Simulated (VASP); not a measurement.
```xyz
3
Lattice="0.0000 2.9830 2.9830 2.9830 0.0000 2.9830 2.9830 2.9830 0.0000" Properties=species:S:1:pos:R:3 pbc="T T T"
Al     1.4915     1.4915     1.4915
Al     4.4744     4.4744     4.4744
Au     0.0000     0.0000     0.0000
```

The numbers are results of optB86b-vdW, VASP's PBE PAW potentials (set 64) (plane waves; VASP), not measurements. Settings: 520 eV cut-off, 9×9×9 Γ-centred mesh, first-order Methfessel-Paxton smearing of 0.10 eV, potentials Al Au.

Q: The job: AuAl₂ (fluorite), 3 atoms, optB86b-vdW, static run, 520 eV, 9×9×9 Γ-centred mesh. Roughly how much core time does it take on a busy server core?

A: About 40 core-seconds (one run on a shared machine, a rough figure). It had 35 irreducible k-points, 12 bands, up to 1459 plane waves and 14 electronic steps.

The compound is AuAl2 in the fluorite structure. This cell is one point of a volume scan, at 0.97 of the reference volume.
